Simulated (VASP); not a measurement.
Given:

```
MoTe2
1.0
    3.63482     0.00000     0.00000
   -1.81741     3.14785     0.00000
    0.00000     0.00000    14.93195
Te Mo
4 2
Direct
  0.33333   0.66667   0.62782
  0.66667   0.33333   0.37218
  0.66667   0.33333   0.12782
  0.33333   0.66667   0.87218
  0.33333   0.66667   0.25000
  0.66667   0.33333   0.75000
```

Computed with PBE GGA, VASP's PBE PAW potentials (set 64) (plane waves; VASP 6.6.1). Numerical set-up: 210 eV cut-off, 8×8×8 Γ-centred mesh, Gaussian smearing of 0.50 eV, potentials Te Mo_sv.

At this cut-off the stress carries a Pulay error, which pulls relaxed volumes low.  Energy and stress use the plane-wave basis of the starting cell.

Task: The ions, cell shape and volume are relaxed. Which structure does the run end with?

Result: 
```
MoTe2
1.0
    3.48558     0.00000     0.00000
   -1.74279     3.01860     0.00000
    0.00000     0.00000    13.87859
Te Mo
4 2
Cartesian
  0.00000   2.01240   8.57990
  1.74279   1.00620   5.29869
  1.74279   1.00620   1.64061
  0.00000   2.01240  12.23799
  0.00000   2.01240   3.46965
  1.74279   1.00620  10.40895
```
Space group P6_3/mmc (194), at a tolerance of 0.03 Å.

Task: How do energy and volume change from the first to the last step?

Result: The energy (σ→0) changes by -150.0 meV/atom and the volume by -14.5 %, in 16 ionic steps.

The structure comes from a computed database's Te2Mo entry; how it stands against other phases isn't given here. This run relaxes it. Symmetry was kept, so distortions that lower it aren't found. The run is one of a series of settings (EDIFFG = -0.01, ENCUT = 210, IBRION = 2, ISIF = 3, NSW = 50, SIGMA = 0.5, KPOINTS 8×8×8 Γ-centred mesh against the base run), some of them coarse on purpose.
